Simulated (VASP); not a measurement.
```
AlP
1.0
    0.00000     2.73811     2.73811
    2.73811     0.00000     2.73811
    2.73811     2.73811     0.00000
Al P
1 1
Direct
  0.00000   0.00000   0.00000
  0.25000   0.25000   0.25000
```

All values below come from PBE GGA with D3 dispersion (zero damping), VASP's PBE PAW potentials (set 64) (plane waves; VASP). Run with 520 eV cut-off, 9×9×9 Γ-centred mesh, tetrahedra with Blöchl corrections, potentials Al P.

Problem. Predict the energy per atom (σ→0).

Solution. 
```
Quantity                        Value
---------------------  --------------
energy per atom (σ→0)  -5362 meV/atom
```

The compound is AlP in the zinc blende structure. It was relaxed first.
